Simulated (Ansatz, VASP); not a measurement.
**H3C2 in two plane-wave programs**

Wanted: the spread between two codes on one cell, functional and k mesh. The cell is taken from a series of runs on this material, whose earlier steps may have relaxed, scaled, displaced or heated it; both programs get it as it stands.

Method: plane waves, with VASP 6.6.1 beside it; dielectric response at PBE, in Ansatz 0.2.0.

## (1) The structure

The structure is monoclinic, space group C2/m (No. 12). The conventional cell has a = 7.159 Å, b = 6.455 Å, c = 4.078 Å, α = 90.00°, β = 101.05°, γ = 90.00°. Nearest to C lie 3 H at 1.07 to 1.09 Å and 1 C at 1.47 Å. Nearest to C lie 2 C at 1.20 to 1.47 Å. H has 1 C at 1.07 Å nearest. Nearest to H lie 1 C at 1.09 Å. Farther neighbours are not listed.

As a file:

```cif
data_structure
_symmetry_space_group_name_H-M 'C2/m'
_symmetry_Int_Tables_number 12
_cell_length_a 7.1589
_cell_length_b 6.4553
_cell_length_c 4.0782
_cell_angle_alpha 90.000
_cell_angle_beta 101.054
_cell_angle_gamma 90.000
_cell_volume 184.97
loop_
_atom_site_label
_atom_site_type_symbol
_atom_site_symmetry_multiplicity
_atom_site_Wyckoff_symbol
_atom_site_fract_x
_atom_site_fract_y
_atom_site_fract_z
_atom_site_occupancy
C1 C 4 i 0.22680 0.50000 0.71900 1
C2 C 4 i 0.42130 0.50000 0.91610 1
H1 H 8 j 0.85120 0.36580 0.22810 1
H2 H 4 i 0.23000 0.50000 0.45250 1
```

## (2) VASP: dielectric response, PBE

The response to a field tests empty states and converges slowly with the mesh.

Lines of VASP's logs that name or quote its potential files are left out, and so is its time.

The input, INCAR:

```
SYSTEM = H3C2
PREC = Accurate
ENCUT = 520
EDIFF = 1E-08
NELM = 120
ISMEAR = 0
SIGMA = 0.01
LREAL = .FALSE.
ALGO = Normal
GGA = PE
NBANDS = 21
LORBIT = 11
LWAVE = .FALSE.
LCHARG = .FALSE.
ISIF = 2
LEPSILON = .TRUE.
LASPH = .TRUE.
GGA_COMPAT = .FALSE.
EFERMI = MIDGAP
KPAR = 2
```

The input, POSCAR:

```
H3C2
1.0
    3.5794450000     -3.2276450000      0.0000000000
    3.5794450000      3.2276450000      0.0000000000
   -0.7818911305      0.0000000000      4.0025240002
C H
4 6
Direct
    0.7268000000      0.7268000000      0.7190000000
    0.2732000000      0.2732000000      0.2810000000
    0.9213000000      0.9213000000      0.9161000000
    0.0787000000      0.0787000000      0.0839000000
    0.4854000000      0.2170000000      0.2281000000
    0.7830000000      0.5146000000      0.7719000000
    0.5146000000      0.7830000000      0.7719000000
    0.2170000000      0.4854000000      0.2281000000
    0.7300000000      0.7300000000      0.4525000000
    0.2700000000      0.2700000000      0.5475000000
```

The input, KPOINTS:

```
Automatic mesh
0
Gamma
5 5 6
0 0 0
```

Potentials, in the order of the species: C and H (PBE family, release 64).

On the command line:

```sh
> mpirun -np 2 vasp_std
```

Numbers of over 12 decimals in the logs are rounded to 6 here.

What it wrote:

```text
[banner, memory and clock lines left out]
running    2 mpi-ranks, on    1 nodes
 distrk:  each k-point on    1 cores,    2 groups
 distr:  one band on    1 cores,    1 groups

 POSCAR found type information on POSCAR C H
 POSCAR found :  2 types and      10 ions
 LDA part: xc-table for (Slater+PW92), standard interpolation
 POSCAR, INCAR and KPOINTS ok, starting setup
 FFT: planning ... GRIDC
 FFT: planning ... GRID_SOFT
 FFT: planning ... GRID
 WAVECAR not read
 entering main loop
       N       E                     dE             d eps       ncg     rms          rms(c)
DAV:   1     0.431363616392E+02    0.43136E+02   -0.95177E+03  2016   0.879E+02
DAV:   2    -0.568121434147E+02   -0.99949E+02   -0.97299E+02  2418   0.180E+02
DAV:   3    -0.632676922585E+02   -0.64555E+01   -0.64166E+01  2668   0.435E+01
DAV:   4    -0.633430941279E+02   -0.75402E-01   -0.75358E-01  2548   0.552E+00
DAV:   5    -0.633439936874E+02   -0.89956E-03   -0.89951E-03  2766   0.574E-01    0.133E+01
DAV:   6    -0.576255193176E+02    0.57185E+01   -0.71246E+00  2391   0.141E+01    0.680E+00
DAV:   7    -0.566800800057E+02    0.94544E+00   -0.29746E+00  2676   0.920E+00    0.309E+00
DAV:   8    -0.566387575853E+02    0.41322E-01   -0.21959E-01  2321   0.259E+00    0.416E-01
DAV:   9    -0.566365492830E+02    0.22083E-02   -0.26465E-02  2489   0.904E-01    0.184E-01
DAV:  10    -0.566379884986E+02   -0.14392E-02   -0.29914E-03  2296   0.343E-01    0.713E-02
DAV:  11    -0.566383134906E+02   -0.32499E-03   -0.47306E-04  2484   0.158E-01    0.589E-02
DAV:  12    -0.566383115834E+02    0.19072E-05   -0.19222E-04  2531   0.739E-02    0.138E-02
DAV:  13    -0.566383174038E+02   -0.58205E-05   -0.20727E-05  2309   0.317E-02    0.415E-03
DAV:  14    -0.566383173668E+02    0.37004E-07   -0.20258E-06  2702   0.936E-03    0.169E-03
DAV:  15    -0.566383175572E+02   -0.19037E-06   -0.34295E-07  2321   0.383E-03    0.614E-04
DAV:  16    -0.566383175811E+02   -0.23924E-07   -0.45743E-08  2374   0.142E-03    0.204E-04
DAV:  17    -0.566383175865E+02   -0.53326E-08   -0.26241E-09  2069   0.338E-04
   1 F= -.56638318E+02 E0= -.56638318E+02  d E =0.000000E+00
 Linear response reoptimize wavefunctions to high precision
DAV:   1    -0.566383175878E+02   -0.12972E-08   -0.73806E-10  1852   0.200E-04
DAV:   2    -0.566383175878E+02   -0.50477E-10   -0.15719E-10  1423   0.810E-05
 Linear response G [H, r] |phi>, progress :
  Direction:   1
       N       E                     dE             d eps       ncg     rms
RMM:   1    -0.940382873170E+02   -0.94038E+02   -0.88748E+00  4961   0.624E+01
RMM:   2    -0.816100725397E+02    0.12428E+02   -0.81361E+00  3367   0.167E+01
RMM:   3    -0.816819691015E+02   -0.71897E-01   -0.13671E-01  3721   0.203E+00
RMM:   4    -0.816828327900E+02   -0.86369E-03   -0.45805E-03  4047   0.340E-01
RMM:   5    -0.816828874776E+02   -0.54688E-04   -0.15471E-04  3954   0.591E-02
RMM:   6    -0.816828893507E+02   -0.18731E-05   -0.77642E-06  4175   0.118E-02
RMM:   7    -0.816828894530E+02   -0.10236E-06   -0.23786E-07  4083   0.250E-03
RMM:   8    -0.816828894534E+02   -0.32846E-09    0.25502E-06  4129   0.714E-04
RMM:   9    -0.816828894525E+02    0.85642E-09    0.34309E-06  3575   0.352E-04
RMM:  10    -0.816828894486E+02    0.38762E-08   -0.49946E-07  3474   0.288E-04
RMM:  11    -0.816828894503E+02   -0.16427E-08   -0.32053E-07  3184   0.276E-04
RMM:  12    -0.816828894628E+02   -0.12531E-07   -0.27774E-07  3187   0.276E-04
RMM:  13    -0.816828894813E+02   -0.18508E-07   -0.66778E-06  3069   0.276E-04
 Linear response G [H, r] |phi>, progress :
  Direction:   2
       N       E                     dE             d eps       ncg     rms
RMM:   1    -0.815452462263E+02   -0.81545E+02    0.10096E+02  4099   0.652E+01
RMM:   2    -0.817425522074E+02   -0.19731E+00   -0.40156E+00  3391   0.120E+01
RMM:   3    -0.817864690290E+02   -0.43917E-01   -0.59641E-02  3650   0.138E+00
RMM:   4    -0.817871548692E+02   -0.68584E-03   -0.18702E-03  4016   0.230E-01
RMM:   5    -0.817871793603E+02   -0.24491E-04   -0.66402E-05  3906   0.389E-02
RMM:   6    -0.817871801028E+02   -0.74250E-06   -0.47929E-06  4086   0.791E-03
RMM:   7    -0.817871801452E+02   -0.42374E-07   -0.17721E-06  4068   0.174E-03
RMM:   8    -0.817871801415E+02    0.37106E-08   -0.14376E-06  3985   0.584E-04
RMM:   9    -0.817871801391E+02    0.24368E-08   -0.46041E-07  3460   0.346E-04
RMM:  10    -0.817871801433E+02   -0.42484E-08    0.19064E-06  3287   0.306E-04
RMM:  11    -0.817871801529E+02   -0.96289E-08    0.57529E-06  3144   0.299E-04
RMM:  12    -0.817871801705E+02   -0.17593E-07    0.81499E-07  3069   0.300E-04
RMM:  13    -0.817871801523E+02    0.18214E-07    0.54643E-06  2934   0.302E-04
 Linear response G [H, r] |phi>, progress :
  Direction:   3
       N       E                     dE             d eps       ncg     rms
RMM:   1    -0.858944699754E+02   -0.85894E+02    0.61925E+01  4524   0.645E+01
RMM:   2    -0.816663537196E+02    0.42281E+01   -0.62658E+00  3435   0.149E+01
RMM:   3    -0.817294931163E+02   -0.63139E-01   -0.10376E-01  3707   0.182E+00
RMM:   4    -0.817304982710E+02   -0.10052E-02   -0.39143E-03  3993   0.307E-01
RMM:   5    -0.817305415970E+02   -0.43326E-04   -0.14354E-04  3950   0.556E-02
RMM:   6    -0.817305434506E+02   -0.18536E-05   -0.72325E-06  4125   0.111E-02
[...]
RMM:   5    -0.581263911958E+00   -0.24378E-06   -0.49243E-07  3728   0.223E-03
RMM:   6    -0.581263923096E+00   -0.11138E-07   -0.20036E-08  3749   0.446E-04
RMM:   7    -0.581263923491E+00   -0.39477E-09   -0.14233E-09  2854   0.949E-05
 change of polarisation eV/A/(eV/A) component  1 :     1.163    -0.042     0.313
 dielectric tensor                  component  1 :     3.275    -0.082     0.612
 Linear response to external field (no local field effect), progress :
  Direction:   2
       N       E                     dE             d eps       ncg     rms          rms(c)
RMM:   1    -0.335649418604E+00   -0.33565E+00   -0.64183E-01  4386   0.251E+00
RMM:   2    -0.342903013973E+00   -0.72536E-02   -0.55444E-03  3560   0.442E-01
RMM:   3    -0.342971894372E+00   -0.68880E-04   -0.10971E-04  3620   0.529E-02
RMM:   4    -0.342973558375E+00   -0.16640E-05   -0.32298E-06  3715   0.861E-03
RMM:   5    -0.342973614285E+00   -0.55910E-07   -0.11718E-07  3720   0.146E-03
RMM:   6    -0.342973616584E+00   -0.22994E-08   -0.52901E-09  3553   0.286E-04
 change of polarisation eV/A/(eV/A) component  2 :    -0.042     0.686    -0.004
 dielectric tensor                  component  2 :    -0.082     2.342    -0.008
 Linear response to external field (no local field effect), progress :
  Direction:   3
       N       E                     dE             d eps       ncg     rms          rms(c)
RMM:   1    -0.433544082926E+00   -0.43354E+00   -0.12016E+00  4418   0.286E+00
RMM:   2    -0.446242451015E+00   -0.12698E-01   -0.86088E-03  3584   0.495E-01
RMM:   3    -0.446353823772E+00   -0.11137E-03   -0.16995E-04  3614   0.587E-02
RMM:   4    -0.446356427394E+00   -0.26036E-05   -0.47413E-06  3703   0.957E-03
RMM:   5    -0.446356504821E+00   -0.77426E-07   -0.14823E-07  3746   0.155E-03
RMM:   6    -0.446356507357E+00   -0.25358E-08   -0.62750E-09  3698   0.297E-04
 change of polarisation eV/A/(eV/A) component  3 :     0.313    -0.004     0.893
 dielectric tensor                  component  3 :     0.612    -0.008     2.747
 Linear response to external field, progress :
  Direction:   1
       N       E                     dE             d eps       ncg     rms          rms(c)
RMM:   1    -0.551804177828E+00   -0.55180E+00   -0.19183E+00  4464   0.316E+00
RMM:   2    -0.581022644066E+00   -0.29218E-01   -0.14403E-02  3522   0.598E-01    0.201E+00
RMM:   3    -0.476929219832E+00    0.10409E+00   -0.23980E-01  3611   0.188E+00    0.839E-01
RMM:   4    -0.467571225212E+00    0.93580E-02   -0.21272E-02  3605   0.612E-01    0.417E-01
RMM:   5    -0.485727651086E+00   -0.18156E-01   -0.11095E-02  3655   0.496E-01    0.102E-01
RMM:   6    -0.490325980145E+00   -0.45983E-02   -0.42493E-04  3598   0.109E-01    0.297E-02
RMM:   7    -0.491817228684E+00   -0.14912E-02   -0.46380E-05  3761   0.345E-02    0.136E-02
RMM:   8    -0.492088828443E+00   -0.27160E-03   -0.49656E-06  3590   0.127E-02    0.310E-03
RMM:   9    -0.492090907729E+00   -0.20793E-05   -0.12506E-06  3879   0.376E-03    0.719E-04
RMM:  10    -0.492082986380E+00    0.79213E-05   -0.12917E-07  3836   0.118E-03    0.455E-04
RMM:  11    -0.492089241694E+00   -0.62553E-05   -0.24830E-08  3715   0.637E-04    0.105E-04
RMM:  12    -0.492088320551E+00    0.92114E-06   -0.24610E-08  3753   0.144E-04    0.236E-05
RMM:  13    -0.492088548512E+00   -0.22796E-06    0.90200E-09  3225   0.603E-05    0.864E-06
 change of polarisation eV/A/(eV/A) component  1 :     0.886    -0.032     0.188
 dielectric tensor                  component  1 :     2.734    -0.063     0.369
 Linear response to external field, progress :
  Direction:   2
       N       E                     dE             d eps       ncg     rms          rms(c)
RMM:   1    -0.335649418604E+00   -0.33565E+00   -0.64183E-01  4386   0.251E+00
RMM:   2    -0.342903013971E+00   -0.72536E-02   -0.55444E-03  3562   0.442E-01    0.101E+00
RMM:   3    -0.310799750521E+00    0.32103E-01   -0.29401E-02  3537   0.752E-01    0.527E-01
RMM:   4    -0.323358138746E+00   -0.12558E-01   -0.31344E-02  3616   0.759E-01    0.146E-01
RMM:   5    -0.334533186963E+00   -0.11175E-01   -0.70227E-04  3532   0.159E-01    0.170E-02
RMM:   6    -0.334802704568E+00   -0.26952E-03   -0.28834E-05  3826   0.258E-02    0.892E-03
RMM:   7    -0.335235006069E+00   -0.43230E-03   -0.53374E-06  3587   0.126E-02    0.185E-03
RMM:   8    -0.335304258182E+00   -0.69252E-04   -0.54464E-07  3864   0.344E-03    0.765E-04
RMM:   9    -0.335291281901E+00    0.12976E-04   -0.19143E-07  3815   0.131E-03    0.135E-04
RMM:  10    -0.335286146768E+00    0.51351E-05   -0.10445E-07  3974   0.361E-04    0.445E-05
RMM:  11    -0.335286447704E+00   -0.30094E-06   -0.95672E-08  3181   0.653E-05    0.114E-05
RMM:  12    -0.335286313409E+00    0.13429E-06   -0.90168E-08  2767   0.453E-05    0.176E-06
 change of polarisation eV/A/(eV/A) component  2 :    -0.041     0.592    -0.004
 dielectric tensor                  component  2 :    -0.079     2.159    -0.009
 Linear response to external field, progress :
  Direction:   3
       N       E                     dE             d eps       ncg     rms          rms(c)
RMM:   1    -0.433544082926E+00   -0.43354E+00   -0.12016E+00  4418   0.286E+00
RMM:   2    -0.446242450854E+00   -0.12698E-01   -0.86088E-03  3582   0.495E-01    0.156E+00
RMM:   3    -0.378606053136E+00    0.67636E-01   -0.12205E-01  3622   0.142E+00    0.693E-01
RMM:   4    -0.375832999956E+00    0.27731E-02   -0.14636E-02  3603   0.516E-01    0.349E-01
RMM:   5    -0.392954067644E+00   -0.17121E-01   -0.94341E-03  3580   0.438E-01    0.990E-02
RMM:   6    -0.399532718994E+00   -0.65787E-02   -0.37449E-04  3563   0.104E-01    0.225E-02
RMM:   7    -0.400650534215E+00   -0.11178E-02   -0.25477E-05  3768   0.259E-02    0.107E-02
RMM:   8    -0.400920098364E+00   -0.26956E-03   -0.31882E-06  3577   0.105E-02    0.159E-03
RMM:   9    -0.400937988526E+00   -0.17890E-04   -0.16253E-07  3923   0.232E-03    0.515E-04
RMM:  10    -0.400944131408E+00   -0.61429E-05   -0.51751E-08  3751   0.903E-04    0.272E-04
RMM:  11    -0.400949571616E+00   -0.54402E-05    0.39591E-08  3851   0.392E-04    0.778E-05
RMM:  12    -0.400949213630E+00    0.35799E-06    0.20812E-08  3534   0.103E-04    0.187E-05
RMM:  13    -0.400949309514E+00   -0.95884E-07    0.32996E-08  3010   0.518E-05    0.560E-06
 change of polarisation eV/A/(eV/A) component  3 :     0.188     0.001     0.711
 dielectric tensor                  component  3 :     0.369     0.002     2.391
 Born effective charges drift removed
```

OUTCAR, selected parts (step 2):

```text
ion  position               nearest neighbor table
   1  0.727  0.727  0.719-   6 1.07   7 1.07   9 1.09   3 1.47
   2  0.273  0.273  0.281-   5 1.07   8 1.07  10 1.09   4 1.47
   3  0.921  0.921  0.916-   4 1.20   1 1.47
   4  0.079  0.079  0.084-   3 1.20   2 1.47
   5  0.485  0.217  0.228-   2 1.07
   6  0.783  0.515  0.772-   1 1.07
   7  0.515  0.783  0.772-   1 1.07
   8  0.217  0.485  0.228-   2 1.07
   9  0.730  0.730  0.453-   1 1.09
  10  0.270  0.270  0.547-   2 1.09

  LATTYP: Found a base centered monoclinic cell.
 ALAT       =     7.1588900000
 B/A-ratio  =     0.9017166069
 C/A-ratio  =     0.5696665265
 COS(beta)  =    -0.1917255076

 Subroutine GETGRP returns: Found  4 space group operations
 (whereof  4 operations were pure point group operations)

The static configuration has the point symmetry C_2h.

 Found     48 irreducible k-points:

   k-points           NKPTS =     48   k-points in BZ     NKDIM =     48   number of bands    NBANDS=     21

   dimension x,y,z NGX =    36 NGY =   36 NGZ =   30
   dimension x,y,z NGXF=    72 NGYF=   72 NGZF=   60

   ENCUT  =  520.0 eV  38.22 Ry    6.18 a.u.   8.96  8.96  7.58*2*pi/ulx,y,z

   NELECT =      22.0000    total number of electrons

 k-points in reciprocal lattice and weights: Automatic mesh
   0.00000000  0.00000000  0.00000000       0.007
   0.20000000 -0.00000000  0.00000000       0.027
   0.40000000 -0.00000000 -0.00000000       0.027
   0.20000000  0.20000000  0.00000000       0.013
   0.40000000  0.20000000 -0.00000000       0.027
  -0.40000000  0.20000000  0.00000000       0.027
  -0.20000000  0.20000000  0.00000000       0.013
   0.40000000  0.40000000 -0.00000000       0.013
  -0.40000000  0.40000000  0.00000000       0.013
[...]
0.40000000  0.40000000  0.50000000       0.013
  -0.40000000  0.40000000  0.50000000       0.013

 average (electrostatic) potential at core
       1 -54.6622       2 -54.6622       3 -54.4706       4 -54.4706       5 -38.0934
       6 -38.0934       7 -38.0934       8 -38.0934       9 -37.9581      10 -37.9581

  Total        1.9201434      2.9728800      1.5076534      0.0000000      0.0000000     -0.1266176
  in kB       33.2643346     51.5018195     26.1184076      0.0000000      0.0000000     -2.1935088
  external PRESSURE =      36.9615206 kB  Pullay stress =       0.0000000 kB

  energy-cutoff  :      520.00
  volume of cell :       92.48
      direct lattice vectors                 reciprocal lattice vectors
     3.579445000 -3.227645000  0.000000000     0.139686460 -0.154911708  0.027287682
     3.579445000  3.227645000  0.000000000     0.139686460  0.154911708  0.027287682
    -0.781891131  0.000000000  4.002524000     0.000000000  0.000000000  0.249842349

 POSITION                                       TOTAL-FORCE (eV/Angst)
 -----------------------------------------------------------------------------------
      4.64090      0.00000      2.87781         1.143883      0.000000      0.073736
      1.73610      0.00000      1.12471        -1.143883      0.000000     -0.073736
      5.87919      0.00000      3.66671        -1.558198      0.000000     -0.933571
      0.49780      0.00000      0.33581         1.558198      0.000000      0.933571
      2.33585     -0.86630      0.91298         0.419754     -0.723315     -0.164093
      4.04115     -0.86630      3.08955        -0.419754     -0.723315      0.164093
      4.04115      0.86630      3.08955        -0.419754      0.723315      0.164093
      2.33585      0.86630      0.91298         0.419754      0.723315     -0.164093
      4.87218      0.00000      1.81114         0.047584      0.000000     -0.220660
      1.50481      0.00000      2.19138        -0.047584      0.000000      0.220660
 -----------------------------------------------------------------------------------
    total drift:                                0.000000     -0.000000     -0.000000

 MACROSCOPIC STATIC DIELECTRIC TENSOR (including local field effects in DFT)
 ------------------------------------------------------
           2.733697     0.000000     0.368781
           0.000000     2.158532     0.000000
           0.368781     0.000000     2.391303
 ------------------------------------------------------

 PIEZOELECTRIC TENSOR (including local field effects)  for field in x, y, z        (C/m^2)
          XX          YY          ZZ          XY          YZ          ZX
  --------------------------------------------------------------------------------
  x     0.00000     0.00000     0.00000     0.00000     0.00000     0.00000
  y     0.00000     0.00000     0.00000     0.00000     0.00000     0.00000
  z     0.00000     0.00000     0.00000     0.00000     0.00000     0.00000

 BORN EFFECTIVE CHARGES (including local field effects) (in |e|, cummulative output)
 ---------------------------------------------------------------------------------
 ion    1
    1    -0.00585     0.00000    -0.00450
    2     0.00000     0.03447     0.00000
    3     0.00214     0.00000     0.06756
 ion    2
    1    -0.00585     0.00000    -0.00450
    2     0.00000     0.03447     0.00000
    3     0.00214     0.00000     0.06756
 ion    3
    1    -0.03420     0.00000     0.20025
    2     0.00000    -0.32608     0.00000
    3     0.16399     0.00000    -0.14349
 ion    4
    1    -0.03420     0.00000     0.20025
    2     0.00000    -0.32608     0.00000
    3     0.16399     0.00000    -0.14349
 ion    5
    1    -0.00809     0.02983    -0.04559
    2     0.02272     0.08209    -0.01611
    3    -0.06441    -0.01225     0.08190
 ion    6
    1    -0.00809    -0.02983    -0.04559
    2    -0.02272     0.08209     0.01611
    3    -0.06441     0.01225     0.08190
 ion    7
    1    -0.00809     0.02983    -0.04559
    2     0.02272     0.08209    -0.01611
    3    -0.06441    -0.01225     0.08190
 ion    8
    1    -0.00809    -0.02983    -0.04559
    2    -0.02272     0.08209     0.01611
    3    -0.06441     0.01225     0.08190
 ion    9
    1     0.05624     0.00000    -0.10457
    2     0.00000     0.12742     0.00000
    3    -0.03731     0.00000    -0.08786
 ion   10
    1     0.05624     0.00000    -0.10457
    2     0.00000     0.12742     0.00000
    3    -0.03731     0.00000    -0.08786
```

[end of part 1 of 2]

[Lines on the potential files, build, host, timing and source positions are cut from VASP's logs without a mark.]

[Logs are printed without paths, hosts, clocks, repeated set-up lines and the standing remarks that a program may print on its own settings, such as how far it seeks lower states.]

[Hosts, paths, dates, database ids (printed as entryN), source tags and the programs' standing remarks are cut or masked in the printed files.]
